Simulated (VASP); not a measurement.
Consider the following.

```yaml
crystal:
  lattice:
    - [3.50613, 0.00000, 0.00000]
    - [0.00000, 3.50613, 0.00000]
    - [0.00000, 0.00000, 3.50613]
  atoms:
    - { symbol: Fe, position: [0.00000, 0.00000, 0.00000], spin: 2.9 }
    - { symbol: Ni, position: [0.00000, 0.50000, 0.50000], spin: 0.6 }
    - { symbol: Ni, position: [0.50000, 0.00000, 0.50000], spin: 0.6 }
    - { symbol: Ni, position: [0.50000, 0.50000, 0.00000], spin: 0.6 }
```

Calculation: PBE GGA with D3 dispersion (Becke-Johnson damping), VASP's PBE PAW potentials (set 64) (plane waves; VASP 6.6.1). Settings: 520 eV cut-off, Gaussian smearing of 0.050 eV, potentials Fe Ni.

### Question
Give the spin-up energies of bands 11 to 24 at the high-symmetry points, in eV from the Fermi level.

### Answer

| band | Γ | X | M | R |
|---|---|---|---|---|
| 11 | -1.66 | -2.59 | -2.98 | -2.63 |
| 12 | -1.66 | -2.08 | -2.98 | -2.63 |
| 13 | -0.81 | -1.93 | -2.72 | -0.90 |
| 14 | -0.81 | -1.93 | -1.94 | -0.90 |
| 15 | -0.78 | -1.72 | -1.85 | -0.79 |
| 16 | -0.66 | -1.72 | -1.85 | -0.79 |
| 17 | -0.66 | -1.61 | -1.71 | -0.79 |
| 18 | -0.66 | -1.55 | -1.71 | -0.77 |
| 19 | -0.59 | -1.39 | -1.52 | -0.77 |
| 20 | -0.59 | -1.04 | -1.50 | -0.77 |
| 21 | -0.59 | -0.66 | 0.82 | -0.54 |
| 22 | 2.29 | -0.59 | 0.82 | -0.54 |
| 23 | 2.29 | 7.70 | 0.88 | -0.54 |
| 24 | 2.29 | 7.70 | 0.90 | -0.43 |

### Question
Give the spin-down energies of bands 11 to 24 at the high-symmetry points, in eV from the Fermi level.

### Answer

```tsv
band	Γ	X	M	R
11	-0.60	-1.52	-2.19	-1.47
12	-0.60	-1.27	-1.78	-1.47
13	-0.01	-1.00	-1.28	-0.55
14	0.29	-1.00	-1.28	-0.49
15	0.29	-0.90	-1.26	-0.49
16	0.29	-0.42	-0.83	-0.49
17	1.01	-0.16	-0.71	0.06
18	1.01	-0.16	0.14	0.06
19	1.29	0.29	0.14	0.06
20	1.29	0.50	0.38	0.81
21	1.29	0.62	1.46	0.81
22	2.32	1.26	1.46	0.81
23	2.32	8.07	2.42	1.15
24	2.32	8.07	2.49	1.15
```

It has no gap at this level: it comes out as a metal or semimetal.

The compound is Ni3Fe in the L1_2 structure. It was relaxed first.
